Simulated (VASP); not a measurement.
## BeCd$_{3}$Te$_{4}$ (ordered alloy cell): computed properties

Level of theory: PBEsol GGA, VASP's PBE PAW potentials (set 64) (plane waves; VASP).

For BeCd$_{3}$Te$_{4}$, the space group is Amm2 (38) and the cell comes out as a = 4.4118 Å, b = 8.8711 Å, c = 12.6016 Å, α = 90.00°, β = 90.00°, γ = 90.00°. The volume per atom comes out as 30.83 Å^3/atom and the band gap (over mesh and band path) comes out as 0.99 eV. The smallest direct gap (over mesh and band path) comes out as 0.99 eV. The band-edge character is direct, Γ to Γ. The density is 5.77 g/cm³.

Space group Amm2 (No. 38); a = 4.412 Å, b = 8.871 Å, c = 12.602 Å, α = β = γ = 90.00°

| atom | site | symmetry | x | y | z |
|---|---|---|---|---|---|
| Cd | 2b | mm2 | 0.5000 | 0.5000 | 0.5038 |
| Cd | 4d | m.. | 0.0000 | 0.2444 | 0.2496 |
| Te | 2a | mm2 | 0.0000 | 0.0000 | 0.8744 |
| Te | 4e | m.. | 0.5000 | 0.2725 | 0.1140 |
| Te | 2a | mm2 | 0.0000 | 0.0000 | 0.3942 |
| Be | 2b | mm2 | 0.5000 | 0.5000 | 0.0002 |
(The calculation used a cell of 8 atoms; values per cell refer to that cell.)

Unless said otherwise, spin-orbit coupling is left out, though it shifts the bands of the heavy elements here.

The structure was generated: BeCd3Te4 was put into an ordered model structure (Amm2), which need not be its known phase. It was relaxed first. Symmetry was kept, so distortions that lower it aren't found.
